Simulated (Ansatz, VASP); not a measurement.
# NbB2 in two plane-wave programs, part 2 of 2

Aim: how closely do two programs agree when they are given the same cell, functional and k mesh? The cell is taken from a series of VASP runs on this material, whose earlier steps may have relaxed, scaled or displaced it; both programs get it as it stands.

VASP 6.6.1 and Ansatz 0.2.0.

So far: Set-up; Ansatz: zone-centre phonons, PBEsol.

## (3) VASP: zone-centre phonons, PBEsol

Level of this step: PBEsol; plane waves and PAW (Nb_sv, B) (VASP).

The same cell, functional, mesh and smearing now go to VASP, with its own data sets and cutoff.

Lines of VASP's logs that name or quote its potential files are left out, and so is its time.

Contents of INCAR:

```
SYSTEM = NbB2
PREC = Accurate
ENCUT = 420
EDIFF = 1E-08
NELM = 100
ISMEAR = 1
SIGMA = 0.2
LREAL = .FALSE.
ALGO = Normal
GGA = PS
NBANDS = 15
LORBIT = 11
LWAVE = .FALSE.
LCHARG = .FALSE.
KPAR = 2
IBRION = 8
ISIF = 2
```

Contents of POSCAR:

```
NbB2
1.0
    3.0873590355      0.0000000000      0.0000000000
   -1.5436795177      2.6737313554      0.0000000000
    0.0000000000      0.0000000000      3.3061523506
Nb B
1 2
Direct
    0.0000000000      0.0000000000      0.0000000000
    0.3333333333      0.6666666667      0.5000000000
    0.6666666667      0.3333333333      0.5000000000
```

Contents of KPOINTS:

```
Automatic mesh
0
Gamma
14 14 12
0 0 0
```

The projector-augmented-wave data sets are Nb_sv and B (PBE family, release 64).

The run is started by

```sh
$ mpirun -np 2 vasp_std
```

Numbers of over 12 decimals in the logs are rounded to 6 here.

The log of the run:

```text
[banner, memory and clock lines left out]
running    2 mpi-ranks, on    1 nodes
 distrk:  each k-point on    1 cores,    2 groups
 distr:  one band on    1 cores,    1 groups

 POSCAR found type information on POSCAR NbB
 POSCAR found :  2 types and       3 ions
|                                                                             |
|               ----> ADVICE to this user running VASP <----                  |
|                                                                             |
|     You enforced a specific xc type in the INCAR file but a different       |
|     [... a line on the potential file left out ...]
|     I HOPE YOU KNOW WHAT YOU ARE DOING!                                     |
|                                                                             |

 LDA part: xc-table for (Slater+PW92), standard interpolation
 POSCAR, INCAR and KPOINTS ok, starting setup
 FFT: planning ... GRIDC
 FFT: planning ... GRID_SOFT
 FFT: planning ... GRID
 WAVECAR not read
 entering main loop
       N       E                     dE             d eps       ncg     rms          rms(c)
DAV:   1     0.115287229094E+03    0.11529E+03   -0.89245E+03  5056   0.106E+03
DAV:   2    -0.256926559924E+02   -0.14098E+03   -0.13737E+03  6356   0.369E+02
DAV:   3    -0.304907265900E+02   -0.47981E+01   -0.47262E+01  7986   0.588E+01
DAV:   4    -0.306621712530E+02   -0.17144E+00   -0.17128E+00  6533   0.103E+01
DAV:   5    -0.306665799071E+02   -0.44087E-02   -0.44075E-02  8152   0.147E+00    0.123E+01
DAV:   6    -0.273842556539E+02    0.32823E+01   -0.12857E+01  8000   0.271E+01    0.311E+00
DAV:   7    -0.274047974860E+02   -0.20542E-01   -0.48514E-01  6189   0.576E+00    0.204E+00
DAV:   8    -0.274028172176E+02    0.19803E-02   -0.60749E-02  8850   0.212E+00    0.347E-01
DAV:   9    -0.274023467169E+02    0.47050E-03   -0.62400E-03  7689   0.687E-01    0.122E-01
DAV:  10    -0.274022268764E+02    0.11984E-03   -0.58881E-04  6635   0.239E-01    0.316E-02
DAV:  11    -0.274022262380E+02    0.63836E-06   -0.34823E-05  7418   0.590E-02    0.130E-02
DAV:  12    -0.274022249510E+02    0.12871E-05   -0.33869E-06  8252   0.131E-02    0.194E-03
DAV:  13    -0.274022249194E+02    0.31544E-07   -0.19945E-07  6442   0.472E-03    0.995E-04
DAV:  14    -0.274022249138E+02    0.56259E-08   -0.10455E-08  4700   0.107E-03
   1 F= -.27402225E+02 E0= -.27402363E+02  d E =0.414664E-03
 Linear response reoptimize wavefunctions to high precision
DAV:   1    -0.274022248986E+02    0.15238E-07   -0.59461E-09  7691   0.641E-04
DAV:   2    -0.274022248985E+02    0.84128E-11   -0.15216E-10  3423   0.114E-04
 Linear response DOF=           4
 Linear response progress:
  Degree of freedom:   1/  4
       N       E                     dE             d eps       ncg     rms          rms(c)
RMM:   1    -0.553475939747E+00   -0.55348E+00    0.58615E+00 13128   0.267E+01
RMM:   2    -0.453170409532E+00    0.10031E+00   -0.46700E-01 18144   0.529E+00    0.173E-01
RMM:   3    -0.451864197312E+00    0.13062E-02   -0.34593E-02 22583   0.142E+00    0.867E-02
RMM:   4    -0.452085797205E+00   -0.22160E-03   -0.10583E-02 29840   0.533E-01    0.365E-02
RMM:   5    -0.452314398962E+00   -0.22860E-03   -0.10537E-03 28825   0.185E-01    0.234E-02
RMM:   6    -0.452234011343E+00    0.80388E-04   -0.42289E-04 28128   0.104E-01    0.554E-03
RMM:   7    -0.452221460695E+00    0.12551E-04   -0.17092E-04 30785   0.499E-02    0.393E-03
RMM:   8    -0.452156468327E+00    0.64992E-04   -0.62105E-05 30128   0.298E-02    0.544E-03
RMM:   9    -0.452124431046E+00    0.32037E-04    0.65838E-05 30100   0.196E-02    0.357E-03
RMM:  10    -0.452137084019E+00   -0.12653E-04   -0.23189E-05 31824   0.131E-02    0.301E-03
RMM:  11    -0.452135442404E+00    0.16416E-05   -0.36110E-05 29981   0.967E-03    0.205E-03
RMM:  12    -0.452141577225E+00   -0.61348E-05   -0.31205E-05 29118   0.737E-03    0.189E-03
RMM:  13    -0.452146787349E+00   -0.52101E-05   -0.12611E-05 29834   0.570E-03    0.176E-03
RMM:  14    -0.452158170029E+00   -0.11383E-04   -0.71507E-06 28528   0.476E-03    0.142E-03
[...]
RMM:  22    -0.452164091167E+00   -0.12313E-05   -0.18169E-06 27321   0.123E-03    0.987E-05
RMM:  23    -0.452165478911E+00   -0.13877E-05   -0.24419E-07 28757   0.110E-03    0.548E-05
RMM:  24    -0.452166023141E+00   -0.54423E-06   -0.12886E-06 29603   0.909E-04    0.490E-05
RMM:  25    -0.452165946489E+00    0.76652E-07    0.26382E-07 30484   0.783E-04    0.604E-05
RMM:  26    -0.452166293758E+00   -0.34727E-06   -0.31185E-06 30146   0.691E-04    0.707E-05
RMM:  27    -0.452166204739E+00    0.89020E-07   -0.12034E-06 28807   0.615E-04    0.781E-05
RMM:  28    -0.452166312960E+00   -0.10822E-06   -0.18786E-06 29728   0.549E-04    0.873E-05
RMM:  29    -0.452166850249E+00   -0.53729E-06   -0.22084E-06 31322   0.523E-04    0.747E-05
 first order change of Fermi-energy  -0.84833E-03
 force on displaced ion       1 direction 1 : -12.220   0.000   0.000
 Linear response progress:
  Degree of freedom:   2/  4
       N       E                     dE             d eps       ncg     rms          rms(c)
RMM:   1    -0.609973744329E+00   -0.60997E+00    0.54331E+00  5605   0.264E+01
RMM:   2    -0.515251566719E+00    0.94722E-01   -0.46857E-01  7616   0.517E+00    0.180E-01
RMM:   3    -0.513932380238E+00    0.13192E-02   -0.32303E-02  8963   0.133E+00    0.916E-02
RMM:   4    -0.514842500635E+00   -0.91012E-03   -0.12217E-02 11350   0.490E-01    0.442E-02
RMM:   5    -0.514968899940E+00   -0.12640E-03   -0.98981E-04 11936   0.159E-01    0.298E-02
RMM:   6    -0.514739420270E+00    0.22948E-03   -0.38580E-04 11095   0.938E-02    0.841E-03
RMM:   7    -0.514746910743E+00   -0.74905E-05   -0.14839E-04 12069   0.416E-02    0.313E-03
RMM:   8    -0.514705392179E+00    0.41519E-04   -0.65120E-05 12269   0.236E-02    0.294E-03
RMM:   9    -0.514695048263E+00    0.10344E-04   -0.34130E-05 12257   0.149E-02    0.157E-03
RMM:  10    -0.514699912307E+00   -0.48640E-05   -0.19280E-05 12741   0.968E-03    0.617E-04
RMM:  11    -0.514697352838E+00    0.25595E-05   -0.11584E-05 12160   0.641E-03    0.947E-04
RMM:  12    -0.514701043016E+00   -0.36902E-05   -0.54909E-06 11469   0.497E-03    0.378E-04
RMM:  13    -0.514704400783E+00   -0.33578E-05   -0.43629E-06 12452   0.359E-03    0.223E-04
RMM:  14    -0.514706391912E+00   -0.19911E-05   -0.26232E-06 12061   0.264E-03    0.206E-04
[...]
RMM:  23    -0.514715661284E+00   -0.60006E-07   -0.22716E-07 12688   0.412E-04    0.145E-05
RMM:  24    -0.514715963243E+00   -0.30196E-06   -0.15080E-07 11393   0.366E-04    0.607E-06
RMM:  25    -0.514716114910E+00   -0.15167E-06   -0.14032E-07 12001   0.309E-04    0.482E-06
RMM:  26    -0.514716181997E+00   -0.67086E-07   -0.88898E-08 12725   0.263E-04    0.433E-06
RMM:  27    -0.514716196285E+00   -0.14288E-07   -0.90814E-08 12014   0.226E-04    0.671E-06
RMM:  28    -0.514716177418E+00    0.18867E-07   -0.64438E-08 10971   0.198E-04    0.994E-06
RMM:  29    -0.514716194233E+00   -0.16815E-07   -0.75348E-08 10319   0.174E-04    0.115E-05
RMM:  30    -0.514716200361E+00   -0.61280E-08   -0.37400E-08 10117   0.155E-04    0.129E-05
 first order change of Fermi-energy   0.75237E-03
 force on displaced ion       1 direction 3 :   0.000  -0.000 -15.368
 Linear response progress:
  Degree of freedom:   3/  4
       N       E                     dE             d eps       ncg     rms          rms(c)
RMM:   1    -0.493311765431E-01   -0.49331E-01   -0.28482E-02 51628   0.116E+00
RMM:   2    -0.437962928384E-01    0.55349E-02   -0.28530E-03 39597   0.338E-01    0.153E-01
RMM:   3    -0.437359074681E-01    0.60385E-04   -0.96179E-04 40766   0.162E-01    0.753E-02
RMM:   4    -0.442909506626E-01   -0.55504E-03   -0.59790E-04 38756   0.127E-01    0.860E-03
RMM:   5    -0.442811097875E-01    0.98409E-05   -0.93737E-05 47406   0.445E-02    0.337E-03
RMM:   6    -0.442863621476E-01   -0.52524E-05   -0.17601E-05 50296   0.146E-02    0.188E-03
RMM:   7    -0.442873056068E-01   -0.94346E-06   -0.35245E-06 49462   0.613E-03    0.406E-04
RMM:   8    -0.442859161028E-01    0.13895E-05   -0.89924E-07 52264   0.261E-03    0.145E-04
RMM:   9    -0.442868894824E-01   -0.97338E-06   -0.25510E-07 52968   0.109E-03    0.706E-05
RMM:  10    -0.442863330284E-01    0.55645E-06   -0.12543E-07 52413   0.492E-04    0.342E-05
RMM:  11    -0.442865681781E-01   -0.23515E-06   -0.69715E-08 53108   0.231E-04    0.126E-05
RMM:  12    -0.442865389848E-01    0.29193E-07   -0.39875E-08 53646   0.113E-04    0.555E-06
RMM:  13    -0.442865414591E-01   -0.24743E-08   -0.21076E-08 53065   0.599E-05    0.366E-06
 first order change of Fermi-energy   0.39987E-04
 force on displaced ion       2 direction 1 : -16.588   0.001   0.000
 Linear response progress:
  Degree of freedom:   4/  4
       N       E                     dE             d eps       ncg     rms          rms(c)
RMM:   1    -0.482735965313E-01   -0.48274E-01   -0.97724E-03 18099   0.125E+00
RMM:   2    -0.444305388426E-01    0.38431E-02   -0.24944E-03 13461   0.348E-01    0.117E-01
RMM:   3    -0.443955854408E-01    0.34953E-04   -0.10474E-03 14623   0.173E-01    0.552E-02
RMM:   4    -0.447829729463E-01   -0.38739E-03   -0.45629E-04 14924   0.108E-01    0.116E-02
RMM:   5    -0.448313378996E-01   -0.48365E-04   -0.77268E-05 16716   0.457E-02    0.342E-03
RMM:   6    -0.448532011905E-01   -0.21863E-04   -0.14561E-05 16876   0.173E-02    0.131E-03
RMM:   7    -0.448413478436E-01    0.11853E-04   -0.31163E-06 17228   0.741E-03    0.366E-04
RMM:   8    -0.448446471349E-01   -0.32993E-05   -0.86483E-07 17247   0.349E-03    0.247E-04
RMM:   9    -0.448432530182E-01    0.13941E-05   -0.23841E-07 17772   0.163E-03    0.427E-05
RMM:  10    -0.448432482631E-01    0.47551E-08   -0.48323E-08 18486   0.715E-04    0.355E-05
 first order change of Fermi-energy  -0.38669E-04
 force on displaced ion       2 direction 3 :   0.000   0.000  -9.909
 Linear response finished
```

Parts of OUTCAR (step 3):

```text
ion  position               nearest neighbor table
   1  0.000  0.000  0.000-   2 2.43   3 2.43   2 2.43   3 2.43   3 2.43   3 2.43   2 2.43   2 2.43
                             3 2.43   3 2.43   2 2.43   2 2.43
   2  0.333  0.667  0.500-   3 1.78   3 1.78   3 1.78   1 2.43   1 2.43   1 2.43   1 2.43   1 2.43
                             1 2.43
   3  0.667  0.333  0.500-   2 1.78   2 1.78   2 1.78   1 2.43   1 2.43   1 2.43   1 2.43   1 2.43
                             1 2.43

  LATTYP: Found a hexagonal cell.
 ALAT       =     3.0873590355
 C/A-ratio  =     1.0708674672

 Subroutine GETGRP returns: Found 24 space group operations
 (whereof 24 operations were pure point group operations)

The static configuration has the point symmetry D_6h.

 Found    168 irreducible k-points:

   k-points           NKPTS =    168   k-points in BZ     NKDIM =    168   number of bands    NBANDS=     15

   dimension x,y,z NGX =    24 NGY =   24 NGZ =   24
   dimension x,y,z NGXF=    48 NGYF=   48 NGZF=   48

   ENCUT  =  420.0 eV  30.87 Ry    5.56 a.u.   5.16  5.16  5.52*2*pi/ulx,y,z

   NELECT =      19.0000    total number of electrons

 k-points in reciprocal lattice and weights: Automatic mesh
   0.00000000  0.00000000  0.00000000       0.000
   0.07142857  0.00000000  0.00000000       0.003
   0.14285714  0.00000000  0.00000000       0.003
   0.21428571 -0.00000000  0.00000000       0.003
   0.28571429  0.00000000  0.00000000       0.003
   0.35714286  0.00000000  0.00000000       0.003
   0.42857143 -0.00000000  0.00000000       0.003
   0.50000000  0.00000000  0.00000000       0.001
   0.07142857  0.07142857  0.00000000       0.003
[...]
0.28571429  0.28571429  0.50000000       0.003
   0.35714286  0.28571429  0.50000000       0.003

 average (electrostatic) potential at core
       1 -76.4959       2 -20.7957       3 -20.7957

  Total        0.1233409      0.1233409     -0.3386898      0.0000000     -0.0000000     -0.0000000
  in kB        7.2408561      7.2408561    -19.8831361      0.0000000     -0.0000000     -0.0000000
  external PRESSURE =      -1.8004746 kB  Pullay stress =       0.0000000 kB

  energy-cutoff  :      420.00
  volume of cell :       27.29
      direct lattice vectors                 reciprocal lattice vectors
     3.087359036  0.000000000  0.000000000     0.323901428  0.187004577  0.000000000
    -1.543679518  2.673731355  0.000000000     0.000000000  0.374009153  0.000000000
     0.000000000  0.000000000  3.306152351     0.000000000  0.000000000  0.302466400

 POSITION                                       TOTAL-FORCE (eV/Angst)
 -----------------------------------------------------------------------------------
      0.00000      0.00000      0.00000        -0.000000      0.000000     -0.000000
     -0.00000      1.78249      1.65308        -0.000000      0.000000      0.000000
      1.54368      0.89124      1.65308         0.000000     -0.000000     -0.000000
 -----------------------------------------------------------------------------------
    total drift:                               -0.000000      0.000000      0.000000

 Eigenvectors and eigenvalues of the dynamical matrix
 ----------------------------------------------------

   1 f  =   24.744203 THz   155.472414 2PiTHz  825.377773 cm-1   102.333755 meV
             X         Y         Z           dx          dy          dz
      0.000000  0.000000  0.000000    -0.000000   -0.000000    0.000000
     -0.000000  1.782488  1.653076     0.259282    0.657855    0.000000
      1.543680  0.891244  1.653076    -0.259282   -0.657855   -0.000000

   2 f  =   24.744203 THz   155.472414 2PiTHz  825.377773 cm-1   102.333755 meV
             X         Y         Z           dx          dy          dz
      0.000000  0.000000  0.000000    -0.000000   -0.000000    0.000000
     -0.000000  1.782488  1.653076     0.657855   -0.259282   -0.000000
      1.543680  0.891244  1.653076    -0.657855    0.259282    0.000000

   3 f  =   16.565727 THz   104.085531 2PiTHz  552.573165 cm-1    68.510310 meV
             X         Y         Z           dx          dy          dz
      0.000000  0.000000  0.000000     0.000000    0.000000   -0.000000
     -0.000000  1.782488  1.653076    -0.000000   -0.000000   -0.707107
      1.543680  0.891244  1.653076    -0.000000   -0.000000    0.707107

   4 f  =   14.630088 THz    91.923552 2PiTHz  488.007195 cm-1    60.505154 meV
             X         Y         Z           dx          dy          dz
      0.000000  0.000000  0.000000     0.000000    0.000000    0.434585
     -0.000000  1.782488  1.653076    -0.000000   -0.000000   -0.636842
      1.543680  0.891244  1.653076    -0.000000   -0.000000   -0.636842

   5 f  =   13.033290 THz    81.890573 2PiTHz  434.743742 cm-1    53.901330 meV
             X         Y         Z           dx          dy          dz
      0.000000  0.000000  0.000000    -0.159510   -0.404705   -0.000000
     -0.000000  1.782488  1.653076     0.233468    0.592349   -0.000000
      1.543680  0.891244  1.653076     0.233468    0.592349   -0.000000

   6 f  =   13.033290 THz    81.890573 2PiTHz  434.743742 cm-1    53.901330 meV
             X         Y         Z           dx          dy          dz
      0.000000  0.000000  0.000000    -0.404705    0.159510    0.000000
     -0.000000  1.782488  1.653076     0.592349   -0.233468   -0.000000
      1.543680  0.891244  1.653076     0.592349   -0.233468   -0.000000

   7 f/i=    0.001462 THz     0.009185 2PiTHz    0.048760 cm-1     0.006045 meV
             X         Y         Z           dx          dy          dz
      0.000000  0.000000  0.000000     0.000000    0.000000   -0.900631
     -0.000000  1.782488  1.653076     0.000000    0.000000   -0.307298
      1.543680  0.891244  1.653076     0.000000    0.000000   -0.307298

   8 f/i=    0.007395 THz     0.046465 2PiTHz    0.246677 cm-1     0.030584 meV
             X         Y         Z           dx          dy          dz
      0.000000  0.000000  0.000000    -0.773761    0.460503   -0.000000
     -0.000000  1.782488  1.653076    -0.264325    0.157313   -0.000000
      1.543680  0.891244  1.653076    -0.264325    0.157313   -0.000000

   9 f/i=    0.007395 THz     0.046465 2PiTHz    0.246677 cm-1     0.030584 meV
             X         Y         Z           dx          dy          dz
      0.000000  0.000000  0.000000    -0.460503   -0.773761   -0.000000
     -0.000000  1.782488  1.653076    -0.157313   -0.264325   -0.000000
      1.543680  0.891244  1.653076    -0.157313   -0.264325   -0.000000

 ELASTIC MODULI CONTR FROM IONIC RELAXATION (kBar)
 Direction    XX          YY          ZZ          XY          YZ          ZX
 --------------------------------------------------------------------------------
 XX          -0.1597      0.1597     -0.0000     -0.0000      0.0000      0.0000
 YY           0.1597     -0.1597      0.0000     -0.0000     -0.0000      0.0000
 ZZ          -0.0000      0.0000     -0.0000      0.0000     -0.0000      0.0000
 XY          -0.0000     -0.0000      0.0000     -0.1597      0.0000      0.0000
 YZ           0.0000     -0.0000     -0.0000      0.0000     -0.0000      0.0000
 ZX           0.0000      0.0000      0.0000      0.0000      0.0000      0.0000
 --------------------------------------------------------------------------------
```

This run has no spin polarisation. Its electron count is odd, so without a moment it is a metal by construction. Energies printed during the response cycles are not total energies of the cell.

## (4) Differences

Known differences besides the potentials themselves: Ansatz makes its cores anew for this functional, VASP keeps those of its PBE data sets; VASP leaves aspherical gradient terms in its spheres out (LASPH is not set), Ansatz keeps them. Total energies have different zeros and are not compared.

The two programs side by side:

| quantity | Ansatz | VASP | difference |
| --- | --- | --- | --- |
| optical mode 1 to 2 (cm⁻¹) | 433.7 | 434.7 | -0.23 % |
| optical mode 3 (cm⁻¹) | 486.6 | 488.0 | -0.29 % |
| optical mode 4 (cm⁻¹) | 551.6 | 552.6 | -0.17 % |
| optical mode 5 to 6 (cm⁻¹) | 819.1 | 825.4 | -0.76 % |

Modes are paired by rising frequency and degeneracy, not by their patterns, so a pair may still set unlike modes beside each other.

## (5) Summary of results

| Property | Result |
| --- | --- |
| r.m.s. difference of the optical zone-centre modes, each program's sorted by frequency (zone-centre phonons, PBEsol) | 3.7 cm⁻¹ |
| difference in optical mode 5 to 6 (zone-centre phonons, PBEsol) | -0.8 % |

The r.m.s. difference of the optical zone-centre modes, each program's sorted by frequency is 3.7 cm⁻¹ (zone-centre phonons, PBEsol). Among the rows given in per cent, the largest difference of the zone-centre phonons, PBEsol pair is in optical mode 5 to 6, -0.8 %. How closely two codes agree says nothing of how well the functional describes the real material.

[Lines on the potential files, build, host, timing and source positions are cut from VASP's logs without a mark.]

[Logs are printed without paths, hosts, clocks, repeated set-up lines and the standing remarks that a program may print on its own settings, such as how far it seeks lower states.]

[Hosts, paths, dates, database ids (printed as entryN), source tags and the programs' standing remarks are cut or masked in the printed files.]
